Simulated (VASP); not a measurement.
# Sr4Al2Pd3 (a cell with a defect) in VASP: notebook

The runs below take Sr4Al2Pd3 (a cell with a defect) through single point, with PBE.

All numbers are computed with VASP 6.6.1; they aren't measurements. Logs are shortened: lines on timing, memory, paths and dates and some standing lists are left out, and cuts for length are marked.

### 1 Starting point

The cell holds a defect, 9 atoms: a = 5.962 Å, b = 5.962 Å, c = 8.276 Å, α = 79.54°, β = 79.54°, γ = 119.75°.

### 2 Single point, PBE

Contents of INCAR:

```
SYSTEM = Sr4Al2Pd3
PREC = Accurate ; ENCUT = 520
EDIFF = 1E-6 ; ISMEAR = -1
SIGMA = 0.05 ; LREAL = .False.
LASPH = .True. ; NELM = 100
ALGO = Fast ; ISIF = 2
LWAVE = .False. ; LCHARG = .False.
GGA = PE ; NBANDS = 48
```

Contents of KPOINTS:

```
Automatic mesh
0
Gamma
  3 3 2
  0 0 0
```

Contents of POSCAR:

```
Sr4Al2Pd3
1.0
   -5.1567530000      0.0000000000      2.9925460000
    5.1567530000      0.0000000000      2.9925460000
    0.0000000000      7.7156460000      2.9925460000
Sr Pd Al
4 3 2
Direct
    0.3013418567      0.6354943748      0.1018853120
    0.7461118476      0.4001301805      0.8990976258
    0.3815841404      0.5497713699      0.6008234437
    0.1535797525      0.9851619516      0.4098276411
    0.7439218561      0.0654292077      0.2461007154
    0.3186304236      0.9891581762      0.7580676978
    0.7390930407      0.5697562507      0.2490696178
    0.0169212884      0.0140900494     -0.0028784369
    0.7537400311      0.2629162511      0.5011512970
```

Potentials or basis: VASP PAW PBE potentials, release 64 (Sr_sv, Pd, Al).

Started as:

```bash
> cat potpaw_PBE.64/Sr_sv/POTCAR potpaw_PBE.64/Pd/POTCAR potpaw_PBE.64/Al/POTCAR > POTCAR
> mpirun -np 1 vasp_std > vasp.out
```

OUTCAR:

```text
SYSTEM = Sr4Al2Pd3
   PREC = Accurate
   ENCUT = 520
   EDIFF = 1E-6
   ISMEAR = -1
   LREAL = .False.
   LASPH = .True.
   NELM = 100
   ISIF = 2
   GGA = PE

 ion  position               nearest neighbor table
   1  0.301  0.635  0.102-   5 3.15   7 3.15   6 3.17   7 3.23   5 3.24   8 3.51   8 3.53   9 3.57
                             8 3.58   2 3.74   2 3.77   4 3.81   4 3.81   2 3.84   3 4.21   3 4.24
   2  0.746  0.400  0.899-   6 3.13   5 3.18   7 3.24   6 3.24   8 3.47   8 3.51   9 3.53   8 3.60
                             3 3.70   1 3.74   1 3.77   3 3.83   1 3.84   4 4.17   4 4.31
   3  0.382  0.550  0.601-   6 3.16   7 3.23   5 3.25   6 3.28   9 3.48   9 3.52   8 3.52   9 3.59
                             2 3.70   4 3.72   4 3.73   4 3.80   2 3.83   1 4.21   1 4.24
   4  0.154  0.985  0.410-   5 3.19   6 3.21   7 3.21   7 3.27   5 3.29   9 3.42   9 3.57   9 3.57
                             8 3.65   3 3.72   3 3.73   3 3.80   1 3.81   1 3.81   2 4.17   2 4.31
   5  0.744  0.065  0.246-   8 2.55   9 2.59   7 2.94   7 3.03   1 3.15   2 3.18   4 3.19   1 3.24
                             3 3.25   4 3.29
   6  0.319  0.989  0.758-   8 2.50   9 2.54   2 3.13   3 3.16   1 3.17   4 3.21   2 3.24   3 3.28

   7  0.739  0.570  0.249-   8 2.55   9 2.56   5 2.94   5 3.03   1 3.15   4 3.21   3 3.23   1 3.23
                             2 3.24   4 3.27
   8  0.017  0.014  0.997-   6 2.50   5 2.55   7 2.55   2 3.47   1 3.51   2 3.51   3 3.52   1 3.53
                             1 3.58   2 3.60   4 3.65
   9  0.754  0.263  0.501-   6 2.54   7 2.56   5 2.59   4 3.42   3 3.48   3 3.52   2 3.53   4 3.57
                             1 3.57   4 3.57   3 3.59

  LATTYP: Found a face centered orthorhombic cell.
 ALAT       =     5.9850920000
 B/A-ratio  =     1.7231992424
 C/A-ratio  =     2.5782881867

  Lattice vectors:

 A1 = (   5.1567530000,   7.7156460000,   0.0000000000)
 A2 = (   0.0000000000,   7.7156460000,   2.9925460000)
 A3 = (   5.1567530000,   0.0000000000,   2.9925460000)

Analysis of symmetry for initial positions (statically):
=====================================================================
 Subroutine PRICEL returns:
 Original cell was already a primitive cell.

 Routine SETGRP: Setting up the symmetry group for a
 face centered orthorhombic supercell.

 Subroutine GETGRP returns: Found  1 space group operations
 (whereof  1 operations were pure point group operations)
 out of a pool of  8 trial point group operations.

The static configuration has the point symmetry C_1 .

Analysis of symmetry for dynamics (positions and initial velocities):
=====================================================================
 Subroutine PRICEL returns:
 Original cell was already a primitive cell.

[... 140 lines left out ...]
   NUPDOWN=      -1.0000    fix difference up-down
   EMIN   =  10.00;   EMAX   =-10.00  energy-range for DOS
   EFERMI =   0.00;   METHOD = LEGACY
   ISMEAR =    -1;   SIGMA  =   0.05  broadening in eV -4-tet -1-fermi 0-gaus
   EFERMI_NEDOS =   21; number of points for ismear=-14 and -15
   IALGO  =     68    algorithm
   IMIX   =      4    mixing-type and parameters
     AMIX     =   0.40;   BMIX     =  1.00
     AMIX_MAG =   1.60;   BMIX_MAG =  1.00
  volume/ion in A,a.u.               =      26.46       178.56
  Fermi-wavevector in a.u.,A,eV,Ry     =   1.118767  2.114163 17.029582  1.251639
  Thomas-Fermi vector in A             =   2.255400
   LORBIT       =      0    0 simple, 1 ext, 2 COOP (PROOUT), +10 PAW based schemes
   GGA     = PE    functional components
   LHFCALC =     F    Hartree Fock is set to
   AEXX    =    0.0000 exact exchange contribution
   IVDW    =     0    specifies the selected vdW correction
   LEPSILON=     F    determine dielectric tensor
   LRPA    =     F    only Hartree local field effects (RPA)
 non-spin polarized calculation
 RMM-DIIS sequential band-by-band and
  energy-cutoff  :      520.00
  volume of cell :      238.13
 maximum number of plane-waves:      6426
 NGX is ok and might be reduce to    48
   NGX = 23   NGY = 23   NGZ = 31

 number of electron      76.0000000 magnetization

 Free energy of the ion-electron system (eV)
  ---------------------------------------------------
  ext. energy  EPLUGINS =         0.00000000
  ---------------------------------------------------
  free energy    TOTEN  =       -34.45622602 eV

  energy without entropy =      -34.40561061  energy(sigma->0) =      -34.43091831

 E-fermi :   4.5581     XC(G=0):  -9.4958

 val. band max:        4.5561527194   @ k =   0.3333  -0.0000   0.0000
 cond. band min:       4.6292499932   @ k =  -0.0000   0.3333   0.5000
 fundamental gap:      0.0730972738
 Fermi energy:         4.5580517164

 k-point     1 :       0.0000    0.0000    0.0000
  band No.  band energies     occupation
      1     -31.0916      2.00000
      2     -31.0465      2.00000
      3     -31.0376      2.00000
      4     -30.9687      2.00000
      5     -13.3352      2.00000
      6     -13.2701      2.00000
[... 499 lines left out ...]
     47       6.8044      0.00000
     48       7.2609      0.00000

------------------------ aborting loop because EDIFF is reached ----------------------------------------

  FORCE on cell =-STRESS in cart. coord.  units (eV):
  Direction    XX          YY          ZZ          XY          YZ          ZX
  --------------------------------------------------------------------------------------
  -------------------------------------------------------------------------------------
  Total        3.9151618      2.6682252      2.7589770     -0.3852262     -0.5178352     -1.4873534
  in kB       26.3415205     17.9520317     18.5626173     -2.5918325     -3.4840363    -10.0070321
  external PRESSURE =      20.9520565 kB  Pullay stress =       0.0000000 kB

 VOLUME and BASIS-vectors are now :
 -----------------------------------------------------------------------------
  energy-cutoff  :      520.00
  volume of cell :      238.13
      direct lattice vectors                 reciprocal lattice vectors
    -5.156753000  0.000000000  2.992546000    -0.096960238 -0.064803388  0.167081809
     5.156753000  0.000000000  2.992546000     0.096960238 -0.064803388  0.167081809
     0.000000000  7.715646000  2.992546000     0.000000000  0.129606776  0.000000000

 POSITION                                       TOTAL-FORCE (eV/Angst)
 -----------------------------------------------------------------------------------
      1.72314      0.78611      3.10842        -0.003526     -0.004224      0.002857
     -1.78414      6.93712      6.12077         0.000985     -0.001648     -0.000145
      0.86730      4.63574      4.58512         0.001957      0.004836     -0.002220
      4.28826      3.16208      4.63416         0.000649      0.005882     -0.000615
     -3.49882      1.89883      3.15849         0.004258      0.001412      0.000446
      3.45775      5.84898      6.18217        -0.000803     -0.003916     -0.001241
     -0.87323      1.92173      4.66214         0.000797     -0.000417     -0.002308
     -0.01460      7.69344      3.07674        -0.001418     -0.002285      0.001528
     -2.53106      3.86671      4.54211        -0.002899      0.000361      0.001699
 -----------------------------------------------------------------------------------
    total drift:                               -0.000595     -0.000413      0.000420

  FREE ENERGIE OF THE ION-ELECTRON SYSTEM (eV)
  ---------------------------------------------------
  free  energy   TOTEN  =       -34.4562260163 eV

  energy  without entropy=      -34.4056106061  energy(sigma->0) =      -34.43091831
```

Run time: 4.5 min. Hardware: 1 thread of Intel Xeon Platinum 8559C (Emerald Rapids), shared host; peak memory 0.42 GiB.

What came out:

```
Free energy            : -34.4562 eV
Pressure               : 2.1 GPa
Largest force          : 0.006 eV/Å
Band gap on the k mesh : none (metal or under the smearing width)
```

Forces on the atoms (eV/Å):
```
Sr  -0.004 -0.004  0.003
Sr   0.001 -0.002  0.000
Sr   0.002  0.005 -0.002
Sr   0.001  0.006 -0.001
Pd   0.004  0.001  0.000
Pd  -0.001 -0.004 -0.001
Pd   0.001  0.000 -0.002
Al  -0.001 -0.002  0.002
Al  -0.003  0.000  0.002
```

Stress tensor (GPa, compression positive):
```
 2.63 -0.26 -1.00
-0.26  1.80 -0.35
-1.00 -0.35  1.86
```

Levels at points of the mesh, in eV from the Fermi level:
```csv
k point,band 35,band 36,band 37,band 38,band 39,band 40,band 41,band 42
"(0.00, 0.00, 0.00)",-0.67,-0.27,-0.15,0.08,0.35,0.52,0.59,1.04
"(0.00, 0.00, 0.50)",-1.11,-0.44,-0.26,-0.03,0.12,0.76,0.81,1.03
```

Caveat: the k mesh is coarse (spacing up to 0.43 Å⁻¹), so the values aren't converged.

### 3 Single point, PBE

Contents of INCAR:

```
SYSTEM = Sr4Al2Pd3
PREC = Accurate
ENCUT = 520
EDIFF = 1E-6
ISMEAR = -1
SIGMA = 0.05
LREAL = .FALSE.
LASPH = .TRUE.
NELM = 100
ALGO = Fast
ISIF = 2
LWAVE = .FALSE.
LCHARG = .TRUE.
GGA = PE
LELF = .TRUE.
LVHAR = .TRUE.
NBANDS = 48
```

Contents of KPOINTS:

```
Automatic mesh
0
G
  3 3 2
  0 0 0
```

Contents of POSCAR:

```
Sr4Al2Pd3
1.0
   -5.1567530000      0.0000000000      2.9925460000
    5.1567530000      0.0000000000      2.9925460000
    0.0000000000      7.7156460000      2.9925460000
Sr Pd Al
4 3 2
Direct
    0.3135848537      0.6448208078      0.0897707075
    0.7391683256      0.3856324863      0.8979363491
    0.3888802220      0.5649481857      0.6014165243
    0.1570269855      0.9909606643      0.3948340813
    0.7428965895      0.0697206588      0.2547143817
    0.2425546774      0.9870537837      0.7438576109
    0.7410875551      0.5620869320      0.2527925724
    0.0157040042      0.0164323695      0.0097316544
    0.7325617296      0.2517070134      0.5159284135
```

Potentials or basis: VASP PAW PBE potentials, release 64 (Sr_sv, Pd, Al).

Started as:

```bash
> cat potpaw_PBE.64/Sr_sv/POTCAR potpaw_PBE.64/Pd/POTCAR potpaw_PBE.64/Al/POTCAR > POTCAR
> mpirun -np 1 vasp_std > vasp.out
```

Run time: 3.3 min. Hardware: 1 thread of Intel Xeon Platinum 8559C (Emerald Rapids), shared host; peak memory 0.42 GiB.

It converged, with:

```
Free energy            : -34.2857 eV
Pressure               : 2.1 GPa
Largest force          : 0.582 eV/Å
Band gap on the k mesh : none (metal or under the smearing width)
```

Forces on the atoms (eV/Å):
```
Sr   0.074  0.019 -0.040
Sr   0.080  0.000  0.013
Sr   0.061 -0.012 -0.109
Sr   0.065  0.069 -0.021
Pd   0.027 -0.020 -0.028
Pd  -0.471  0.072  0.335
Pd   0.071 -0.002 -0.034
Al   0.055 -0.093 -0.066
Al   0.039 -0.032 -0.049
```

Stress tensor (GPa, compression positive):
```
 2.41 -0.37 -0.63
-0.37  2.20 -0.21
-0.63 -0.21  1.61
```

Levels at points of the mesh, in eV from the Fermi level:
```
           k point  band 35  band 36  band 37  band 38  band 39  band 40  band 41  band 42
(0.00, 0.00, 0.00)    -0.57    -0.33    -0.16     0.08     0.37     0.54     0.63     1.03
(0.00, 0.00, 0.50)    -1.11    -0.44    -0.26    -0.10     0.20     0.79     0.85     1.08
```

Caveat: the k mesh is coarse (spacing up to 0.43 Å⁻¹), so the values aren't converged.

### 4 Single point, PBE

Contents of INCAR:

```
ALGO = Fast
EDIFF = 1E-6
ENCUT = 520
GGA = PE
ISIF = 2
ISMEAR = -1
LASPH = T
LCHARG = F
LREAL = F
LWAVE = F
NBANDS = 48
NELM = 100
PREC = Accurate
SIGMA = 0.05
```

Contents of KPOINTS:

```
k-points
0
Gamma
  3 3 2
```

Contents of POSCAR:

```
Sr4Al2Pd3
1.0
   -5.1567530000      0.0000000000      2.9925460000
    5.1567530000      0.0000000000      2.9925460000
    0.0000000000      7.7156460000      2.9925460000
Sr Pd Al
4 3 2
Direct
    0.3190023818      0.6469868712      0.0864333330
    0.7347611652      0.3777190497      0.8979283135
    0.3976144800      0.5740863801      0.6025192187
    0.1606090250      0.9935184158      0.3861693499
    0.7392651452      0.0713861524      0.2576681201
    0.1507744823      0.9801118580      0.7378254523
    0.7411094578      0.5593823129      0.2533650455
    0.0187526884      0.0196486010      0.0167387151
    0.7301170111      0.2519783452      0.5201716097
```

Potentials or basis: VASP PAW PBE potentials, release 64 (Sr_sv, Pd, Al).

Started as:

```bash
> cat potpaw_PBE.64/Sr_sv/POTCAR potpaw_PBE.64/Pd/POTCAR potpaw_PBE.64/Al/POTCAR > POTCAR
> mpirun -np 1 vasp_std > vasp.out
```

OUTCAR:

```text
EDIFF = 1E-6
   ENCUT = 520
   GGA = PE
   ISIF = 2
   ISMEAR = -1
   LASPH = T
   LREAL = F
   NELM = 100
   PREC = Accurate

 ion  position               nearest neighbor table
   1  0.319  0.647  0.086-   7 3.21   5 3.23   7 3.29   5 3.31   8 3.47   8 3.48   8 3.51   2 3.60
                             4 3.77   6 3.77   4 3.78   2 3.80   2 3.82   9 3.86   3 4.07   3 4.35
   2  0.735  0.378  0.898-   6 3.01   5 3.21   7 3.31   9 3.35   8 3.44   8 3.52   1 3.60   3 3.72
                             8 3.74   6 3.76   3 3.80   1 3.80   1 3.82   4 4.14   4 4.37
   3  0.398  0.574  0.603-   6 2.96   5 3.15   7 3.27   9 3.36   9 3.44   6 3.63   8 3.67   2 3.72
                             9 3.72   4 3.78   4 3.78   2 3.80   4 3.94   1 4.07   1 4.35
   4  0.161  0.994  0.386-   6 2.89   5 3.10   7 3.13   5 3.19   7 3.20   8 3.31   9 3.45   9 3.65
                             9 3.70   1 3.77   3 3.78   1 3.78   3 3.78   3 3.94   2 4.14   2 4.37
   5  0.739  0.071  0.258-   8 2.52   9 2.60   7 2.90   7 3.06   4 3.10   3 3.15   4 3.19   2 3.21
                             1 3.23   1 3.31
   6  0.151  0.980  0.738-   8 2.39   4 2.89   3 2.96   9 2.99   2 3.01   3 3.63   2 3.76   1 3.77

   7  0.741  0.559  0.253-   8 2.54   9 2.57   5 2.90   5 3.06   4 3.13   4 3.20   1 3.21   3 3.27
                             1 3.29   2 3.31
   8  0.019  0.020  0.017-   6 2.39   5 2.52   7 2.54   4 3.31   2 3.44   1 3.47   1 3.48   1 3.51
                             2 3.52   3 3.67   2 3.74
   9  0.730  0.252  0.520-   7 2.57   5 2.60   6 2.99   2 3.35   3 3.36   3 3.44   4 3.45   4 3.65
                             4 3.70   3 3.72   1 3.86

  LATTYP: Found a face centered orthorhombic cell.
 ALAT       =     5.9850920000
 B/A-ratio  =     1.7231992424
 C/A-ratio  =     2.5782881867

  Lattice vectors:

 A1 = (   5.1567530000,   7.7156460000,   0.0000000000)
 A2 = (   0.0000000000,   7.7156460000,   2.9925460000)
 A3 = (   5.1567530000,   0.0000000000,   2.9925460000)

Analysis of symmetry for initial positions (statically):
=====================================================================
 Subroutine PRICEL returns:
 Original cell was already a primitive cell.

[... 172 lines left out ...]
   LRPA    =     F    only Hartree local field effects (RPA)
 non-spin polarized calculation
 RMM-DIIS sequential band-by-band and
  energy-cutoff  :      520.00
  volume of cell :      238.13
 maximum number of plane-waves:      6426
 NGX is ok and might be reduce to    48
   NGX = 23   NGY = 23   NGZ = 31

 number of electron      76.0000000 magnetization

 Free energy of the ion-electron system (eV)
  ---------------------------------------------------
  ext. energy  EPLUGINS =         0.00000000
  ---------------------------------------------------
  free energy    TOTEN  =       -33.87175704 eV

  energy without entropy =      -33.82928269  energy(sigma->0) =      -33.85051986

 E-fermi :   4.5057     XC(G=0):  -9.5083

 val. band max:        4.4225662672   @ k =   0.0000   0.0000   0.0000
 cond. band min:       4.5074864984   @ k =   0.0000   0.0000   0.5000
 fundamental gap:      0.0849202313
 Fermi energy:         4.5057411940

 k-point     1 :       0.0000    0.0000    0.0000
  band No.  band energies     occupation
      1     -31.3033      2.00000
      2     -31.0858      2.00000
      3     -31.0543      2.00000
      4     -30.7854      2.00000
      5     -13.4707      2.00000
      6     -13.4220      2.00000
[... 499 lines left out ...]
     47       6.7729      0.00000
     48       7.3394      0.00000

------------------------ aborting loop because EDIFF is reached ----------------------------------------

  FORCE on cell =-STRESS in cart. coord.  units (eV):
  Direction    XX          YY          ZZ          XY          YZ          ZX
  --------------------------------------------------------------------------------------
  -------------------------------------------------------------------------------------
  Total        2.0380493      4.4633880      1.8312408     -0.4416802      0.1099625      0.4303135
  in kB       13.7121581     30.0300300     12.3207340     -2.9716599      0.7398363      2.8951832
  external PRESSURE =      18.6876407 kB  Pullay stress =       0.0000000 kB

 VOLUME and BASIS-vectors are now :
 -----------------------------------------------------------------------------
  energy-cutoff  :      520.00
  volume of cell :      238.13
      direct lattice vectors                 reciprocal lattice vectors
    -5.156753000  0.000000000  2.992546000    -0.096960238 -0.064803388  0.167081809
     5.156753000  0.000000000  2.992546000     0.096960238 -0.064803388  0.167081809
     0.000000000  7.715646000  2.992546000     0.000000000  0.129606776  0.000000000

 POSITION                                       TOTAL-FORCE (eV/Angst)
 -----------------------------------------------------------------------------------
      1.69133      0.66689      3.14942         0.057858     -0.004013     -0.023896
     -1.84118      6.92810      6.01624         0.061818     -0.007931     -0.001823
      0.91002      4.64882      4.71093         0.094746     -0.004127     -0.071902
      4.29511      2.97955      4.60941         0.063527      0.006021     -0.052712
     -3.44409      1.98808      3.19700         0.043568      0.003166     -0.013837
      4.27669      5.69280      5.59221        -0.593499      0.022010      0.393030
     -0.93712      1.95487      4.64999         0.050930     -0.005801     -0.045098
      0.00462      0.12915      0.16501         0.080811     -0.048909     -0.043034
     -2.46564      4.01346      4.49560         0.140241      0.039585     -0.140728
 -----------------------------------------------------------------------------------
    total drift:                               -0.000200      0.000655     -0.000096

  FREE ENERGIE OF THE ION-ELECTRON SYSTEM (eV)
  ---------------------------------------------------
  free  energy   TOTEN  =       -33.8717570362 eV

  energy  without entropy=      -33.8292826864  energy(sigma->0) =      -33.85051986
```

stdout:

```text
POSCAR found type information on POSCAR SrPdAl
 POSCAR found :  3 types and       9 ions
 scaLAPACK will be used
 LDA part: xc-table for (Slater+PW92), standard interpolation
 -----------------------------------------------------------------------------
|                                                                             |
|           W    W    AA    RRRRR   N    N  II  N    N   GGGG   !!!           |
|           W    W   A  A   R    R  NN   N  II  NN   N  G    G  !!!           |
[... 15 lines left out ...]
 POSCAR, INCAR and KPOINTS ok, starting setup
 FFT: planning ... GRIDC
 FFT: planning ... GRID_SOFT
 FFT: planning ... GRID
 WAVECAR not read
 entering main loop
WARNING in EDDRMM: call to ZHEGV failed, returncode =   8  4     26
WARNING in EDDRMM: call to ZHEGV failed, returncode =   6  3     33
WARNING in EDDRMM: call to ZHEGV failed, returncode =   8  4     20
```

Run time: 4.1 min. Hardware: 1 thread of Intel Xeon Platinum 8559C (Emerald Rapids), shared host; peak memory 0.42 GiB.

What came out:

```yaml
Free_energy: -33.8718 eV
Pressure: 1.9 GPa
Largest_force: 0.712 eV/Å
Band_gap_on_the_k_mesh: none (metal or under the smearing width)
```

Forces on the atoms (eV/Å):
```
Sr   0.058 -0.004 -0.024
Sr   0.062 -0.008 -0.002
Sr   0.095 -0.004 -0.072
Sr   0.064  0.006 -0.053
Pd   0.044  0.003 -0.014
Pd  -0.593  0.022  0.393
Pd   0.051 -0.006 -0.045
Al   0.081 -0.049 -0.043
Al   0.140  0.040 -0.141
```

Caveat: the k mesh is coarse (spacing up to 0.43 Å⁻¹), so the values aren't converged.

(Continued in part 2 of 2.)
